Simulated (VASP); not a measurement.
Input:

```
WSi2
1.0
   -1.61923     1.61923     3.94229
    1.61923    -1.61923     3.94229
    1.61923     1.61923    -3.94229
Si W
2 1
Cartesian
  1.61923   1.61923   1.30583
  0.00000   0.00000   2.63646
  0.00000   0.00000   0.00000
```

All values below come from revPBE GGA, VASP's PBE PAW potentials (set 64) (plane waves; VASP). Run with 520 eV cut-off, Gaussian smearing of 0.050 eV, potentials Si W_sv.

Unless said otherwise, spin-orbit coupling is left out, though it shifts the bands of the heavy elements here.

Task: Estimate the band gap (along the path) with the smallest direct gap where there is one.

Result: 
```
Item                                                         Result
-------------------------  ----------------------------------------
band gap (along the path)  none (metal, semimetal or under 0.01 eV)
```

The compound is WSi2 in the MoSi2 type structure. It was relaxed first.
